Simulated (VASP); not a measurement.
Method: PBE GGA, VASP's PBE PAW potentials (set 64) (plane waves; VASP).

VASP input:

INCAR:
```
NELM=100   # most electronic steps
PREC=Accurate
GGA=PE   # PBE
LWAVE=.False.
LCHARG=.False.
ALGO=Normal   # blocked Davidson
ENCUT=520   # plane-wave cut-off (eV)
ICHARG=11
EDIFF=1E-6   # SCF stop (eV)
LREAL=.False.   # projection in real space or not
LASPH=.True.
SIGMA=0.05   # width (eV)
LMAXMIX=4
SYSTEM=CdSe
ISMEAR=0
```

### KPOINTS
```
k-points along high-symmetry lines
15
Line-mode
Reciprocal
  0.000000   0.000000   0.000000 ! GAMMA
 -0.500000  -0.500000   0.000000 ! X

 -0.500000  -0.500000   0.000000 ! X
 -0.375000  -0.375000   0.250000 ! U

 -0.375000  -0.000000   0.375000 ! K
  0.000000   0.000000   0.000000 ! GAMMA

  0.000000   0.000000   0.000000 ! GAMMA
 -0.000000  -0.000000   0.500000 ! L

 -0.000000  -0.000000   0.500000 ! L
 -0.500000  -0.250000   0.250000 ! W

 -0.500000  -0.250000   0.250000 ! W
 -0.500000  -0.500000   0.000000 ! X
```

POSCAR:
```
CdSe
1
    0.0000000000     3.1030200861     3.1030200861
    3.1030200861     0.0000000000     3.1030200861
    3.1030200861     3.1030200861     0.0000000000
Cd Se
1 1
Direct
  0.0000000000   0.0000000000   0.0000000000
  0.2500000000   0.2500000000   0.2500000000
```

POTCAR, in this order: Cd Se (PBE.64 set). Program: vasp_std. Read from the step before: CHGCAR.

Output

OSZICAR:
```
       N       E                     dE             d eps       ncg     rms          rms(c)
DAV:   1     0.107812289576E+03    0.10781E+03   -0.89871E+03  2372   0.123E+03
DAV:   2    -0.194727481839E+00   -0.10801E+03   -0.10353E+03  2750   0.291E+02
DAV:   3    -0.468847197883E+01   -0.44937E+01   -0.44436E+01  2665   0.606E+01
DAV:   4    -0.471163668238E+01   -0.23165E-01   -0.23162E-01  2620   0.441E+00
DAV:   5    -0.471179295351E+01   -0.15627E-03   -0.15627E-03  2690   0.324E-01
DAV:   6    -0.471179482399E+01   -0.18705E-05   -0.18705E-05  2685   0.325E-02
DAV:   7    -0.471179485103E+01   -0.27037E-07   -0.27007E-07  1937   0.360E-03
   1 F= -.47117949E+01 E0= -.47117949E+01  d E =-.157083E-11
```

File OUTCAR:
```
 val. band max:        0.4817362719   @ k =   0.0000   0.0000   0.0000

 cond. band min:       0.9644492740   @ k =   0.0000   0.0000   0.0000



 k-point     1 :       0.0000    0.0000    0.0000
  band No.  band energies     occupation
      1     -11.7910      2.00000
      2      -7.2695      2.00000
      3      -7.2695      2.00000
      4      -7.2695      2.00000
      5      -6.9565      2.00000
      6      -6.9565      2.00000
      7       0.4817      2.00000
      8       0.4817      2.00000
      9       0.4817      2.00000
     10       0.9644      0.00000
     11       6.4080      0.00000
     12       6.4080      0.00000
     13       6.4080      0.00000

 k-point     2 :      -0.0357   -0.0357    0.0000
  band No.  band energies     occupation
      1     -11.7857      2.00000
      2      -7.2671      2.00000
      3      -7.2671      2.00000
      4      -7.2662      2.00000
      5      -6.9574      2.00000
      6      -6.9559      2.00000
      7       0.2313      2.00000
      8       0.4548      2.00000
      9       0.4548      2.00000
     10       1.2258      0.00000
     11       6.3355      0.00000
     12       6.4477      0.00000
     13       6.4477      0.00000

 k-point     3 :      -0.0714   -0.0714    0.0000
  band No.  band energies     occupation
      1     -11.7701      2.00000
      2      -7.2599      2.00000
      3      -7.2599      2.00000
      4      -7.2564      2.00000
      5      -6.9598      2.00000
      6      -6.9541      2.00000
      7      -0.1552      2.00000
      8       0.3768      2.00000
      9       0.3768      2.00000
     10       1.6434      0.00000
     11       6.1418      0.00000
     12       6.5642      0.00000
     13       6.5642      0.00000

 k-point     4 :      -0.1071   -0.1071    0.0000
  band No.  band energies     occupation
      1     -11.7450      2.00000
      2      -7.2483      2.00000
      3      -7.2483      2.00000
      4      -7.2397      2.00000
...
```

The density is held fixed in this step, so its total energy and stress have no physical meaning.

The compound is CdSe in the zinc blende structure, whereas wurtzite is the usual form. It was relaxed first, which changed the volume by +8 %.
